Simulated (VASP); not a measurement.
## N on Ru(0001): which site?

Where does N sit on Ru(0001), and how strongly does it bind?

Method: RPBE; plane waves and PAW (Ru), in the first sound run; inputs show where later runs differ, in VASP 6.6.1.

## (1) Set-up

The structure is hexagonal, space group P6_3/mmc (No. 194). The conventional cell has a = 2.700 Å, b = 2.700 Å, c = 4.277 Å, α = 90.00°, β = 90.00°, γ = 120.00°. Nearest to Ru lie 12 Ru at 2.65 to 2.70 Å.

## (2) The bulk reference, job relaxation, k-mesh 16×16×9

The bulk crystal is relaxed first, so that the slabs are cut at this functional's lattice.

Input file INCAR:

```
SYSTEM = Ru
PREC = Accurate
ENCUT = 570
EDIFF = 1E-06
NELM = 120
ISMEAR = 1
SIGMA = 0.15
LREAL = .FALSE.
ALGO = Normal
GGA = RP
NBANDS = 14
LASPH = .TRUE.
LORBIT = 11
LWAVE = .FALSE.
LCHARG = .FALSE.
KPAR = 4
IBRION = 2
NSW = 30
ISIF = 3
EDIFFG = -0.01
POTIM = 0.4
```

Input file POSCAR:

```
Ru
1.0
    2.7000000000      0.0000000000      0.0000000000
   -1.3500000000      2.3382685902      0.0000000000
    0.0000000000      0.0000000000      4.2768000000
Ru
2
Direct
    0.0000000000      0.0000000000      0.0000000000
    0.3333333333      0.6666666667      0.5000000000
```

Input file KPOINTS:

```
Automatic mesh
0
Gamma
16 16 9
0 0 0
```

The projector-augmented-wave data sets are Ru (PBE family, release 64).

Run with:

```sh
> mpirun -np 4 vasp_std
```

The program printed:

```text
[banner, memory and clock lines left out]
running    4 mpi-ranks, on    1 nodes
 distrk:  each k-point on    1 cores,    4 groups
 distr:  one band on    1 cores,    1 groups

 POSCAR found type information on POSCAR Ru
 POSCAR found :  1 types and       2 ions
|                                                                             |
|               ----> ADVICE to this user running VASP <----                  |
|                                                                             |
|     You enforced a specific xc type in the INCAR file but a different       |
|     [... a line on the potential file left out ...]
|     I HOPE YOU KNOW WHAT YOU ARE DOING!                                     |
|                                                                             |

 LDA part: xc-table for (Slater+PW92), standard interpolation
 POSCAR, INCAR and KPOINTS ok, starting setup
 FFT: planning ... GRIDC
 FFT: planning ... GRID_SOFT
 FFT: planning ... GRID
 WAVECAR not read
 entering main loop
       N       E                     dE             d eps       ncg     rms          rms(c)
DAV:   1     0.789863486183E+02    0.78986E+02   -0.78963E+03  4296   0.115E+03
DAV:   2    -0.168782396581E+02   -0.95865E+02   -0.85863E+02  4284   0.232E+02
DAV:   3    -0.184373346954E+02   -0.15591E+01   -0.15476E+01  5340   0.345E+01
DAV:   4    -0.184486176642E+02   -0.11283E-01   -0.11282E-01  4902   0.278E+00
DAV:   5    -0.184488394356E+02   -0.22177E-03   -0.22177E-03  5328   0.382E-01    0.170E+01
DAV:   6    -0.173791750340E+02    0.10697E+01   -0.15855E+00  4806   0.125E+01    0.553E+00
DAV:   7    -0.172078605677E+02    0.17131E+00   -0.34367E-01  5346   0.564E+00    0.644E-01
DAV:   8    -0.171984641275E+02    0.93964E-02   -0.50446E-03  4506   0.620E-01    0.446E-01
DAV:   9    -0.171921932010E+02    0.62709E-02   -0.24520E-03  4734   0.406E-01    0.484E-02
DAV:  10    -0.171922071463E+02   -0.13945E-04   -0.60530E-05  5448   0.729E-02    0.125E-02
DAV:  11    -0.171921958207E+02    0.11326E-04   -0.26718E-06  4558   0.172E-02    0.105E-03
DAV:  12    -0.171921945155E+02    0.13051E-05   -0.17875E-07  2496   0.395E-03    0.662E-04
DAV:  13    -0.171921938866E+02    0.62899E-06   -0.12029E-08  2262   0.922E-04
   1 F= -.17192194E+02 E0= -.17192766E+02  d E =-.171922E+02
 curvature:   0.00 expect dE= 0.000E+00 dE for cont linesearch  0.000E+00
 trial: gam= 0.00000 g(F)=  0.438E-50 g(S)=  0.112E+00 ort = 0.000E+00 (trialstep = 0.100E+01)
 search vector abs. value=  0.112E+00
 bond charge predicted
       N       E                     dE             d eps       ncg     rms          rms(c)
DAV:   1    -0.176724569889E+02   -0.48026E+00   -0.12557E+01  4296   0.353E+01    0.557E+00
DAV:   2    -0.171787344836E+02    0.49372E+00   -0.85943E-01  4308   0.938E+00    0.176E+00
DAV:   3    -0.171432596687E+02    0.35475E-01   -0.74968E-02  5262   0.258E+00    0.470E-01
DAV:   4    -0.171423148162E+02    0.94485E-03   -0.44065E-03  4602   0.581E-01    0.166E-01
DAV:   5    -0.171424690664E+02   -0.15425E-03   -0.22501E-04  5432   0.106E-01    0.641E-02
DAV:   6    -0.171425301256E+02   -0.61059E-04   -0.19947E-05  4764   0.397E-02    0.113E-02
DAV:   7    -0.171425312766E+02   -0.11510E-05   -0.14084E-06  3764   0.105E-02    0.458E-03
DAV:   8    -0.171425314658E+02   -0.18915E-06   -0.17475E-07  2298   0.436E-03
   2 F= -.17142531E+02 E0= -.17143276E+02  d E =0.496624E-01
[...]
3 F= -.17210206E+02 E0= -.17210850E+02  d E =-.180124E-01
[...]
4 F= -.17210210E+02 E0= -.17210853E+02  d E =-.180166E-01
[...]
5 F= -.17210565E+02 E0= -.17211225E+02  d E =-.354059E-03
 trial-energy change:   -0.000354  1 .order   -0.000347   -0.001038    0.000343
 step:   0.6550(harm=  0.6504)  dis= 0.00000  next Energy=   -17.210606 (dE=-0.396E-03)
 bond charge predicted
       N       E                     dE             d eps       ncg     rms          rms(c)
DAV:   1    -0.172106705391E+02   -0.10574E-03   -0.42422E-03  4440   0.473E-01    0.421E-02
DAV:   2    -0.172106208505E+02    0.49689E-04   -0.38250E-05  4980   0.586E-02    0.192E-02
DAV:   3    -0.172106066162E+02    0.14234E-04   -0.16998E-05  4764   0.334E-02    0.258E-03
DAV:   4    -0.172106063637E+02    0.25247E-06   -0.52411E-07  2346   0.818E-03
   6 F= -.17210606E+02 E0= -.17211265E+02  d E =-.395888E-03
 curvature:  -0.33 expect dE=-0.232E-05 dE for cont linesearch -0.316E-07
 trial: gam= 0.01709 g(F)=  0.119E-48 g(S)=  0.711E-05 ort =-0.108E-04 (trialstep = 0.823E+00)
 search vector abs. value=  0.709E-05
 reached required accuracy - stopping structural energy minimisation
```

Run time: 50 s. Hardware: 4 MPI ranks of AMD EPYC 7R43, shared host; peak memory 0.69 GiB; 3.2 min of CPU time.

The logs omit lines about the potential files and the build; timing stands in the text.

From OUTCAR (step 2):

```text
ion  position               nearest neighbor table
   1  0.000  0.000  0.000-   2 2.65   2 2.65   2 2.65   2 2.65   2 2.65   2 2.65
   2  0.333  0.667  0.500-   1 2.65   1 2.65   1 2.65   1 2.65   1 2.65   1 2.65

  LATTYP: Found a hexagonal cell.
 ALAT       =     2.7000000000
 C/A-ratio  =     1.5840000000

 Subroutine GETGRP returns: Found 24 space group operations
 (whereof 12 operations were pure point group operations)

The static configuration has the point symmetry D_3h.
 The point group associated with its full space group is D_6h.

 Found    150 irreducible k-points:

   k-points           NKPTS =    150   k-points in BZ     NKDIM =    150   number of bands    NBANDS=     14

   dimension x,y,z NGX =    24 NGY =   24 NGZ =   36
   dimension x,y,z NGXF=    48 NGYF=   48 NGZF=   72

   ENCUT  =  570.0 eV  41.89 Ry    6.47 a.u.   5.26  5.26  8.33*2*pi/ulx,y,z

   NELECT =      16.0000    total number of electrons

 k-points in reciprocal lattice and weights: Automatic mesh
   0.00000000  0.00000000  0.00000000       0.000
   0.06250000 -0.00000000  0.00000000       0.003
   0.12500000 -0.00000000  0.00000000       0.003
   0.18750000 -0.00000000  0.00000000       0.003
   0.25000000 -0.00000000  0.00000000       0.003
   0.31250000  0.00000000  0.00000000       0.003
   0.37500000 -0.00000000  0.00000000       0.003
   0.43750000  0.00000000  0.00000000       0.003
   0.50000000 -0.00000000  0.00000000       0.001
[...]
0.37500000  0.25000000  0.44444444       0.005
   0.31250000  0.31250000  0.44444444       0.005

 average (electrostatic) potential at core
       1 -56.4053       2 -56.4053

 E-fermi :  12.2734

 k-point     1 :       0.0000    0.0000    0.0000
  band No.  band energies     occupation
    ...
      5       9.9706      2.00000
      6      10.4115      2.00000
      7      10.4115      2.00000
      8      10.8668      2.00000
      9      10.8668      2.00000
     10      13.3927     -0.00000
     11      13.3927     -0.00000
     12      13.6206     -0.00000
     13      22.4450      0.00000
     14      27.1936      0.00000

 k-point     2 :       0.0625   -0.0000    0.0000
  band No.  band energies     occupation
    ...
      6      10.3534      2.00000
      7      10.5152      2.00000
      8      10.7322      2.00000
      9      10.7808      2.00000
     10      12.2990      0.71592
     11      13.4469     -0.00000
     12      14.9048     -0.00000
     13      22.4237      0.00000
     14      27.4306      0.00000

 k-point     3 :       0.1250   -0.0000    0.0000
  band No.  band energies     occupation
    ...
      6      10.2274      2.00000
      7      10.5569      2.00000
      8      10.5714      2.00000
      9      10.8187      2.00000
     10      11.4836      2.00000
     11      13.5799     -0.00000
     12      16.4009      0.00000
     13      22.3564      0.00000
     14      27.9708      0.00000

  Total        0.0106398      0.0106398      0.0119112      0.0000000     -0.0000000      0.0000000
  in kB        0.6154302      0.6154302      0.6889697      0.0000000     -0.0000000      0.0000000
  external PRESSURE =       0.6399434 kB  Pullay stress =       0.0000000 kB

  energy-cutoff  :      570.00
  volume of cell :       27.70
      direct lattice vectors                 reciprocal lattice vectors
     2.729369479 -0.000000000 -0.000000000     0.366384987  0.211532471 -0.000000000
    -1.364684740  2.363703305  0.000000000    -0.000000000  0.423064941 -0.000000000
     0.000000000  0.000000000  4.293500394     0.000000000 -0.000000000  0.232910192

 POSITION                                       TOTAL-FORCE (eV/Angst)
 -----------------------------------------------------------------------------------
      0.00000      0.00000      0.00000        -0.000000     -0.000000     -0.000000
     -0.00000      1.57580      2.14675         0.000000      0.000000      0.000000
 -----------------------------------------------------------------------------------
    total drift:                                0.000000     -0.000000     -0.000000

  FREE ENERGIE OF THE ION-ELECTRON SYSTEM (eV)
  ---------------------------------------------------
  free  energy   TOTEN  =       -17.2106063637 eV

  energy  without entropy=      -17.2125820476  energy(sigma->0) =      -17.21126493

 reached required accuracy - stopping structural energy minimisation

 total charge
# of ion       s       p       d       tot
------------------------------------------
    1        0.627   0.793   6.562   7.982
    2        0.627   0.793   6.562   7.982
--------------------------------------------------
tot          1.253   1.586  13.125  15.964

[... 3 further parts left out ...]
```

CONTCAR:

```
Ru
   1.00000000000000
     2.7293694790289997   -0.0000000000000000   -0.0000000000000000
    -1.3646847395144999    2.3637033051344400    0.0000000000000000
     0.0000000000000000    0.0000000000000000    4.2935003938553322
  Ru
     2
Direct
     0.0000000000000000    0.0000000000000000    0.0000000000000000
     0.3333333332999970    0.6666666667000030    0.5000000000000000
```

The PAW data sets were made with PBE, which is usual practice but a small mismatch for other functionals. The run keeps the 24 symmetry operations of its start, so it cannot find a distortion of lower symmetry.

Relaxation path:

| step | energy less that of the first step (eV) | largest force (eV/Å) | pressure (GPa) | volume (Å³) |
| --- | --- | --- | --- | --- |
| 1 | 0.0000 | 0.0000 | 8.14 | 27.00 |
| 2 | 0.0497 | 0.0000 | -13.79 | 29.20 |
| 3 | -0.0180 | 0.0000 | -0.25 | 27.72 |
| 4 | -0.0180 | 0.0000 | -0.08 | 27.71 |
| 5 | -0.0184 | 0.0000 | 0.11 | 27.70 |
| 6 | -0.0184 | 0.0000 | 0.06 | 27.70 |

| conventional cell, symmetrised | before | after | change |
| --- | --- | --- | --- |
| a (Å) | 2.700 | 2.729 | +1.1 % |
| b (Å) | 2.700 | 2.729 | +1.1 % |
| c (Å) | 4.277 | 4.294 | +0.4 % |
| volume (Å³/atom) | 13.50 | 13.85 | +2.6 % |

The relaxed structure:

```xyz
2
Lattice="2.7294 0.0000 0.0000 -1.3647 2.3637 0.0000 0.0000 0.0000 4.2935" Properties=species:S:1:pos:R:3 pbc="T T T"
Ru    0.0000    0.0000    0.0000
Ru    0.0000    1.5758    2.1468
```

This step gave:

* electronic steps: 41
* electrons: 16
* free energy (TOTEN): -17.21 eV
* energy at zero smearing: -17.21 eV
* Fermi energy: 12.27 eV
* metallic: yes

The run ended after 6 ionic steps, 0.018 eV below its first step, once forces and stress met EDIFFG = -0.01.

Energy at zero smearing: -17.21126 eV.

## (3) The bulk reference, job self-consistent run, k-mesh 19×19×11

Input file INCAR:

```
SYSTEM = Ru
PREC = Normal
ENCUT = 440
EDIFF = 1E-06
NELM = 120
ISMEAR = 1
SIGMA = 0.15
LREAL = .FALSE.
ALGO = Fast
GGA = RP
NBANDS = 14
LASPH = .TRUE.
LORBIT = 11
LWAVE = .FALSE.
LCHARG = .FALSE.
KPAR = 4
```

Input file POSCAR:

```
Ru
1.0
    2.7293694790      0.0000000000      0.0000000000
   -1.3646847395      2.3637033051      0.0000000000
    0.0000000000      0.0000000000      4.2935003939
Ru
2
Direct
    0.0000000000      0.0000000000      0.0000000000
    0.3333333333      0.6666666667      0.5000000000
```

Input file KPOINTS:

```
Automatic mesh
0
Gamma
19 19 11
0 0 0
```

Run with:

```sh
> mpirun -np 4 vasp_std
```

The program printed:

```text
[banner, memory and clock lines left out]
running    4 mpi-ranks, on    1 nodes
[...]
[... a notice as in an earlier step ...]

 LDA part: xc-table for (Slater+PW92), standard interpolation
 POSCAR, INCAR and KPOINTS ok, starting setup
[...]
entering main loop
       N       E                     dE             d eps       ncg     rms          rms(c)
DAV:   1     0.614256436050E+02    0.61426E+02   -0.67126E+03  7352   0.917E+02
DAV:   2    -0.173299983186E+02   -0.78756E+02   -0.70365E+02  6948   0.203E+02
DAV:   3    -0.184714661435E+02   -0.11415E+01   -0.11359E+01  8718   0.287E+01
DAV:   4    -0.184798179554E+02   -0.83518E-02   -0.83512E-02  7692   0.234E+00
[...]
RMM:  12    -0.172099718913E+02    0.55400E-05   -0.17612E-05  7552   0.344E-02    0.103E-03
RMM:  13    -0.172099734715E+02   -0.15802E-05   -0.45115E-06  5585   0.136E-02    0.177E-03
RMM:  14    -0.172099734509E+02    0.20595E-07   -0.47571E-07  4134   0.498E-03
   1 F= -.17209973E+02 E0= -.17210118E+02  d E =0.433391E-03
```

Run time: 8.8 s. Hardware: 4 MPI ranks; peak memory 0.51 GiB; 33 s of CPU time.

Parts of OUTCAR (step 3):

```text
  Total       -0.0113994     -0.0113994      0.0587300      0.0000000     -0.0000000      0.0000000
  in kB       -0.6593660     -0.6593660      3.3970634      0.0000000     -0.0000000      0.0000000
  external PRESSURE =       0.6927771 kB  Pullay stress =       0.0000000 kB

 POSITION                                       TOTAL-FORCE (eV/Angst)
 -----------------------------------------------------------------------------------
      0.00000      0.00000      0.00000        -0.000000     -0.000000      0.000000
     -0.00000      1.57580      2.14675         0.000000      0.000000      0.000000
 -----------------------------------------------------------------------------------
    total drift:                                0.000000     -0.000000     -0.000000

  FREE ENERGIE OF THE ION-ELECTRON SYSTEM (eV)
  ---------------------------------------------------
  free  energy   TOTEN  =       -17.2099734509 eV

  energy  without entropy=      -17.2104068420  energy(sigma->0) =      -17.21011791

[... 3 further parts left out ...]
[key lines of the parts left out:]
E-fermi :  12.2597
```

Numbers from this step:

| Property | Result |
| --- | --- |
| electronic steps | 14 |
| Fermi energy | 12.26 eV |

Energy at zero smearing: -17.21012 eV.

The run ends at a pressure of 0.07 GPa.

(Part 1 of 6 ends here.)

[Lines on the potential files, build, host, timing and source positions are cut from VASP's logs without a mark.]

[Logs are printed without paths, hosts, clocks, repeated set-up lines and the standing remarks that a program may print on its own settings, such as how far it seeks lower states.]

[Hosts, paths, dates, database ids (printed as entryN), source tags and the programs' standing remarks are cut or masked in the printed files.]

[Runs that stopped without an error message from VASP are left out.]
